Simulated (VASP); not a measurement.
# Relaxed cell of Iridium: a test of cutoff and mesh

How far does the relaxed cell of Iridium depend on cutoff and k mesh? The starting structure is a measured crystal structure from the Crystallography Open Database. The first relaxation on each setting starts from this cell expanded by 3 % in volume.

Method: Kohn-Sham DFT with plane waves and PAW; PBEsol, in VASP 6.6.1.

### Step 1. The starting structure

It takes space group Fm-3m (No. 225, cubic). Conventional cell: a = 3.839 Å, b = 3.839 Å, c = 3.839 Å, α = 90.00°, β = 90.00°, γ = 90.00°. Nearest to Ir lie 12 Ir at 2.71 Å.

### Step 2. Reference relaxation

This run starts from the cell of an earlier relaxation, which isn't shown; the restart sets up the plane waves anew.

INCAR reads:

```
SYSTEM = Ir
PREC = Accurate
ENCUT = 450
EDIFF = 1E-06
NELM = 100
ISMEAR = 1
SIGMA = 0.15
LREAL = .FALSE.
ALGO = Normal
GGA = PS
NBANDS = 10
LASPH = .TRUE.
LORBIT = 11
LWAVE = .FALSE.
LCHARG = .FALSE.
KPAR = 8
IBRION = 2
NSW = 50
ISIF = 3
EDIFFG = -0.006
```

POSCAR reads:

```
Ir
1.0
    0.0000000000      1.9164307044      1.9164307044
    1.9164307044      0.0000000000      1.9164307044
    1.9164307044      1.9164307044      0.0000000000
Ir
1
Direct
    0.0000000000      0.0000000000      0.0000000000
```

KPOINTS reads:

```
Automatic mesh
0
Gamma
20 20 20
0 0 0
```

PAW data sets: Ir (PBE family, release 64).

Started as:

```sh
> mpirun -np 8 vasp_std
```

Output:

```text
[banner, memory and clock lines left out]
running    8 mpi-ranks, on    1 nodes
 distrk:  each k-point on    1 cores,    8 groups
 distr:  one band on    1 cores,    1 groups

 POSCAR found type information on POSCAR Ir
 POSCAR found :  1 types and       1 ions
|                                                                             |
|           W    W    AA    RRRRR   N    N  II  N    N   GGGG   !!!           |
|           W    W   A  A   R    R  NN   N  II  NN   N  G    G  !!!           |
|           W    W  A    A  R    R  N N  N  II  N N  N  G       !!!           |
|           W WW W  AAAAAA  RRRRR   N  N N  II  N  N N  G  GGG   !            |
|           WW  WW  A    A  R   R   N   NN  II  N   NN  G    G                |
|           W    W  A    A  R    R  N    N  II  N    N   GGGG   !!!           |
|                                                                             |
|     For optimal performance we recommend to set                             |
|       NCORE = 2 up to number-of-cores-per-socket                            |
|     NCORE specifies how many cores store one orbital (NPAR=cpu/NCORE).      |
|     This setting can greatly improve the performance of VASP for DFT.       |
|     The default, NCORE=1 might be grossly inefficient on modern             |
|     multi-core architectures or massively parallel machines. Do your        |
|     Unfortunately you need to use the default for GW and RPA                |
|     calculations (for HF NCORE is supported but not extensively tested      |
|     yet).                                                                   |
|                                                                             |

|                                                                             |
|               ----> ADVICE to this user running VASP <----                  |
|                                                                             |
|     You enforced a specific xc type in the INCAR file but a different       |
|     [... a line on the potential file left out ...]
|     I HOPE YOU KNOW WHAT YOU ARE DOING!                                     |
|                                                                             |

 LDA part: xc-table for (Slater+PW92), standard interpolation
 POSCAR, INCAR and KPOINTS ok, starting setup
 FFT: planning ... GRIDC
 FFT: planning ... GRID_SOFT
 FFT: planning ... GRID
 WAVECAR not read
 entering main loop
       N       E                     dE             d eps       ncg     rms          rms(c)
DAV:   1     0.423692640525E+02    0.42369E+02   -0.39783E+03  5202   0.723E+02
DAV:   2    -0.965956973350E+01   -0.52029E+02   -0.49240E+02  5270   0.186E+02
DAV:   3    -0.104513424292E+02   -0.79177E+00   -0.79014E+00  5942   0.275E+01
DAV:   4    -0.104583601700E+02   -0.70177E-02   -0.70164E-02  5760   0.247E+00
DAV:   5    -0.104585006359E+02   -0.14047E-03   -0.14046E-03  5930   0.330E-01    0.159E+01
DAV:   6    -0.992761091598E+01    0.53089E+00   -0.93737E-01  5736   0.117E+01    0.628E+00
DAV:   7    -0.983142617031E+01    0.96185E-01   -0.28194E-01  6096   0.584E+00    0.146E+00
DAV:   8    -0.982884497921E+01    0.25812E-02   -0.20525E-03  5488   0.451E-01    0.115E+00
DAV:   9    -0.982423093006E+01    0.46140E-02   -0.23067E-03  5626   0.684E-01    0.311E-02
DAV:  10    -0.982422275209E+01    0.81780E-05   -0.13795E-05  7364   0.381E-02    0.166E-02
DAV:  11    -0.982422450418E+01   -0.17521E-05   -0.10893E-06  4758   0.647E-03    0.142E-03
DAV:  12    -0.982422451864E+01   -0.14464E-07   -0.25697E-08  2740   0.171E-03
   1 F= -.98242245E+01 E0= -.98247725E+01  d E =-.982422E+01
 curvature:   0.00 expect dE= 0.000E+00 dE for cont linesearch  0.000E+00
 trial: gam= 0.00000 g(F)=  0.454E-63 g(S)=  0.230E-06 ort = 0.000E+00 (trialstep = 0.100E+01)
 search vector abs. value=  0.230E-06
 reached required accuracy - stopping structural energy minimisation
```

Wall time 3.4 s (8 MPI ranks of Intel Xeon 6975P-C (Granite Rapids), shared host); peak memory 1.2 GiB; 19 s of CPU time.

The logs omit lines about the potential files and the build; timing stands in the text.

OUTCAR, selected parts (step 2):

```text
ion  position               nearest neighbor table
   1  0.000  0.000  0.000-

  LATTYP: Found a face centered cubic cell.
 ALAT       =     3.8328614088

 Subroutine GETGRP returns: Found 48 space group operations
 (whereof 48 operations were pure point group operations)

The static configuration has the point symmetry O_h .

 Found    256 irreducible k-points:

   k-points           NKPTS =    256   k-points in BZ     NKDIM =    256   number of bands    NBANDS=     10

   dimension x,y,z NGX =    20 NGY =   20 NGZ =   20
   dimension x,y,z NGXF=    40 NGYF=   40 NGZF=   40

   ENCUT  =  450.0 eV  33.07 Ry    5.75 a.u.   4.69  4.69  4.69*2*pi/ulx,y,z

   NELECT =       9.0000    total number of electrons

 k-points in reciprocal lattice and weights: Automatic mesh
   0.00000000  0.00000000  0.00000000       0.000
   0.05000000  0.00000000  0.00000000       0.001
   0.10000000  0.00000000  0.00000000       0.001
   0.15000000  0.00000000  0.00000000       0.001
   0.20000000  0.00000000  0.00000000       0.001
   0.25000000  0.00000000  0.00000000       0.001
   0.30000000  0.00000000  0.00000000       0.001
   0.35000000  0.00000000  0.00000000       0.001
   0.40000000  0.00000000  0.00000000       0.001
[...]
-0.30000000  0.50000000  0.20000000       0.002
  -0.25000000  0.50000000  0.25000000       0.001

 average (electrostatic) potential at core
       1 -48.5317

 E-fermi :  10.2787

 k-point     1 :       0.0000    0.0000    0.0000
  band No.  band energies     occupation
    ...
      2       6.3967      2.00000
      3       6.3967      2.00000
      4       6.3967      2.00000
      5       9.1330      2.00000
      6       9.1330      2.00000
      7      24.6429      0.00000
      8      30.2455      0.00000
      9      30.2455      0.00000
     10      30.2455      0.00000

 k-point     2 :       0.0500    0.0000    0.0000
  band No.  band energies     occupation
    ...
      2       6.3355      2.00000
      3       6.4460      2.00000
      4       6.4460      2.00000
      5       9.1003      2.00000
      6       9.1003      2.00000
      7      24.8389      0.00000
      8      29.6184      0.00000
      9      30.4309      0.00000
     10      30.4309      0.00000

 k-point     3 :       0.1000    0.0000    0.0000
  band No.  band energies     occupation
    ...
      2       6.1735      2.00000
      3       6.5795      2.00000
      4       6.5795      2.00000
      5       9.0235      2.00000
      6       9.0235      2.00000
      7      25.3874      0.00000
      8      28.3365      0.00000
      9      30.9729      0.00000
     10      30.9729      0.00000

  Total        0.0012616      0.0012616      0.0012616      0.0000000      0.0000000      0.0000000
  in kB        0.1435869      0.1435869      0.1435869      0.0000000      0.0000000      0.0000000
  external PRESSURE =       0.1435869 kB  Pullay stress =       0.0000000 kB

  energy-cutoff  :      450.00
  volume of cell :       14.08
      direct lattice vectors                 reciprocal lattice vectors
     0.000000000  1.916430704  1.916430704    -0.260901685  0.260901685  0.260901685
     1.916430704  0.000000000  1.916430704     0.260901685 -0.260901685  0.260901685
     1.916430704  1.916430704  0.000000000     0.260901685  0.260901685 -0.260901685

 POSITION                                       TOTAL-FORCE (eV/Angst)
 -----------------------------------------------------------------------------------
      0.00000      0.00000      0.00000         0.000000      0.000000      0.000000
 -----------------------------------------------------------------------------------
    total drift:                                0.000000      0.000000      0.000000

  FREE ENERGIE OF THE ION-ELECTRON SYSTEM (eV)
  ---------------------------------------------------
  free  energy   TOTEN  =        -9.8242245186 eV

  energy  without entropy=       -9.8258683863  energy(sigma->0) =       -9.82477247

 reached required accuracy - stopping structural energy minimisation

 total charge
# of ion       s       p       d       tot
------------------------------------------
    1        0.675   0.749   6.977   8.401

[... 3 further parts left out ...]
```

CONTCAR:

```
Ir
   1.00000000000000
     0.0000000000000000    1.9164307044000000    1.9164307044000000
     1.9164307044000000    0.0000000000000000    1.9164307044000000
     1.9164307044000000    1.9164307044000000    0.0000000000000000
  Ir
     1
Direct
     0.0000000000000000    0.0000000000000000    0.0000000000000000
```

This run has no spin polarisation. Its electron count is odd, so without a moment it is a metal by construction. The PAW data sets were made with PBE, which is usual practice but a small mismatch for other functionals. The run keeps the 48 symmetry operations of its start, so it cannot find a distortion of lower symmetry.

The reference relaxation ends at 14.077 Å³ an atom. Pressures at 0.985 and 1.015 times this volume, from two more relaxations that aren't shown, give a bulk modulus of 391.3 GPa.

### Step 3. Relaxation with a cutoff of 210 eV

Against step 2 the input has ENCUT = 210. This run starts from the cell of an earlier relaxation, which isn't shown; the restart sets up the plane waves anew.

INCAR: that of step 2 with these lines changed.

```diff
@@ -2,3 +2,3 @@
 PREC = Accurate
-ENCUT = 450
+ENCUT = 210
 EDIFF = 1E-06
```

POSCAR reads:

```
Ir
1.0
    0.0000000000      1.9124522147      1.9124522147
    1.9124522147      0.0000000000      1.9124522147
    1.9124522147      1.9124522147      0.0000000000
Ir
1
Direct
    0.0000000000      0.0000000000      0.0000000000
```

KPOINTS is that of step 2.

Started as:

```sh
> mpirun -np 8 vasp_std
```

Output:

```text
[banner, memory and clock lines left out]
running    8 mpi-ranks, on    1 nodes
[...]
[... a notice as in an earlier step ...]

 [... a notice as in an earlier step ...]

 LDA part: xc-table for (Slater+PW92), standard interpolation
 POSCAR, INCAR and KPOINTS ok, starting setup
[...]
entering main loop
       N       E                     dE             d eps       ncg     rms          rms(c)
DAV:   1     0.996136474354E+01    0.99614E+01   -0.26086E+03  6542   0.365E+02
DAV:   2    -0.102722754013E+02   -0.20234E+02   -0.19018E+02  5540   0.113E+02
DAV:   3    -0.104570436271E+02   -0.18477E+00   -0.18459E+00  5820   0.111E+01
DAV:   4    -0.104583934169E+02   -0.13498E-02   -0.13497E-02  5666   0.978E-01
[...]
DAV:  10    -0.982678051954E+01    0.63434E-05   -0.11867E-05  7104   0.316E-02    0.277E-02
DAV:  11    -0.982678194626E+01   -0.14267E-05   -0.88329E-07  3926   0.592E-03    0.307E-03
DAV:  12    -0.982678196562E+01   -0.19359E-07   -0.22649E-08  2710   0.131E-03
[...]
DAV:   4    -0.982076042451E+01   -0.30076E-05   -0.19410E-04  6228   0.103E-01    0.141E-02
DAV:   5    -0.982076431535E+01   -0.38908E-05   -0.37126E-06  6136   0.105E-02    0.435E-03
DAV:   6    -0.982076522816E+01   -0.91282E-06   -0.49614E-07  3280   0.386E-03
   2 F= -.98207652E+01 E0= -.98212723E+01  d E =0.601674E-02
 trial-energy change:    0.006017  1 .order    0.006077   -0.003122    0.015277
 step:   0.1725(harm=  0.1697)  dis= 0.00000  next Energy=    -9.827052 (dE=-0.270E-03)
[...]
N       E                     dE             d eps       ncg     rms          rms(c)
DAV:   1    -0.984146477867E+01   -0.20700E-01   -0.48595E-01  5506   0.880E+00    0.119E+00
DAV:   2    -0.982862850782E+01    0.12836E-01   -0.27359E-02  5592   0.177E+00    0.454E-01
DAV:   3    -0.982705707286E+01    0.15714E-02   -0.59280E-03  5806   0.752E-01    0.125E-01
DAV:   4    -0.982705289028E+01    0.41826E-05   -0.13396E-04  6022   0.887E-02    0.146E-02
DAV:   5    -0.982705563921E+01   -0.27489E-05   -0.31047E-06  6114   0.919E-03    0.378E-03
DAV:   6    -0.982705605492E+01   -0.41571E-06   -0.67647E-08  2736   0.197E-03
   3 F= -.98270561E+01 E0= -.98275880E+01  d E =-.274089E-03
[...]
reached required accuracy - stopping structural energy minimisation
```

Wall time 3.4 s (8 MPI ranks); peak memory 0.88 GiB; 18 s of CPU time.

Parts of OUTCAR (step 3):

```text
  Total       -0.0003646     -0.0003646     -0.0003646      0.0000000      0.0000000     -0.0000000
  in kB       -0.0419095     -0.0419095     -0.0419095      0.0000000      0.0000000     -0.0000000
  external PRESSURE =      -0.0419095 kB  Pullay stress =       0.0000000 kB

 POSITION                                       TOTAL-FORCE (eV/Angst)
 -----------------------------------------------------------------------------------
      0.00000      0.00000      0.00000         0.000000      0.000000      0.000000
 -----------------------------------------------------------------------------------
    total drift:                               -0.000000     -0.000000     -0.000000

  FREE ENERGIE OF THE ION-ELECTRON SYSTEM (eV)
  ---------------------------------------------------
  free  energy   TOTEN  =        -9.8270560549 eV

  energy  without entropy=       -9.8286518135  energy(sigma->0) =       -9.82758797

[... 2 parts as in an earlier step ...]

[... 2 further parts left out ...]
[key lines of the parts left out:]
E-fermi :  10.4553
```

With a cutoff of 210 eV the cell ends at 13.938 Å³ an atom, -0.99 % from the reference; the bulk modulus is 412.2 GPa against 391.3 GPa.

### Step 4. Relaxation with an 11×11×11 mesh

Against step 2 the input has an 11×11×11 mesh. This run starts from the cell of an earlier relaxation, which isn't shown; the restart sets up the plane waves anew.

INCAR: that of step 3 with these lines changed.

```diff
@@ -2,3 +2,3 @@
 PREC = Accurate
-ENCUT = 210
+ENCUT = 450
 EDIFF = 1E-06
```

POSCAR reads:

```
Ir
1.0
    0.0000000000      1.9175044761      1.9175044761
    1.9175044761      0.0000000000      1.9175044761
    1.9175044761      1.9175044761      0.0000000000
Ir
1
Direct
    0.0000000000      0.0000000000      0.0000000000
```

KPOINTS reads:

```
Automatic mesh
0
Gamma
11 11 11
0 0 0
```

Started as:

```sh
> mpirun -np 8 vasp_std
```

Output:

```text
[... set-up lines as in an earlier step ...]
 entering main loop
       N       E                     dE             d eps       ncg     rms          rms(c)
DAV:   1     0.434247785454E+02    0.43425E+02   -0.41113E+03  1144   0.731E+02
DAV:   2    -0.967444643453E+01   -0.53099E+02   -0.50357E+02  1166   0.188E+02
DAV:   3    -0.104221108144E+02   -0.74766E+00   -0.74563E+00  1272   0.274E+01
DAV:   4    -0.104290232388E+02   -0.69124E-02   -0.69115E-02  1280   0.250E+00
[...]
DAV:  10    -0.979126762254E+01    0.10679E-04   -0.17938E-05  1608   0.469E-02    0.199E-02
DAV:  11    -0.979126931525E+01   -0.16927E-05   -0.12337E-06  1082   0.718E-03    0.201E-03
DAV:  12    -0.979126933006E+01   -0.14814E-07   -0.26038E-08   602   0.173E-03
   1 F= -.97912693E+01 E0= -.97902050E+01  d E =-.979127E+01
[...]
reached required accuracy - stopping structural energy minimisation
```

It took 2 s on 8 MPI ranks; peak memory 0.98 GiB; 9.5 s of CPU time.

Parts of OUTCAR (step 4):

```text
  Total        0.0011362      0.0011362      0.0011362      0.0000000      0.0000000     -0.0000000
  in kB        0.1291016      0.1291016      0.1291016      0.0000000      0.0000000     -0.0000000
  external PRESSURE =       0.1291016 kB  Pullay stress =       0.0000000 kB

  FREE ENERGIE OF THE ION-ELECTRON SYSTEM (eV)
  ---------------------------------------------------
  free  energy   TOTEN  =        -9.7912693301 eV

  energy  without entropy=       -9.7880763112  energy(sigma->0) =       -9.79020499

[... 2 parts as in an earlier step ...]

[... 3 further parts left out ...]
[key lines of the parts left out:]
E-fermi :  10.2305
```

With an 11×11×11 mesh the cell ends at 14.101 Å³ an atom, +0.17 % from the reference; the bulk modulus is 389.3 GPa against 391.3 GPa.

(Continued in part 2 of 2.)

[Lines on the potential files, build, host, timing and source positions are cut from VASP's logs without a mark.]

[Logs are printed without paths, hosts, clocks, repeated set-up lines and the standing remarks that a program may print on its own settings, such as how far it seeks lower states.]

[Hosts, paths, dates, database ids (printed as entryN), source tags and the programs' standing remarks are cut or masked in the printed files.]
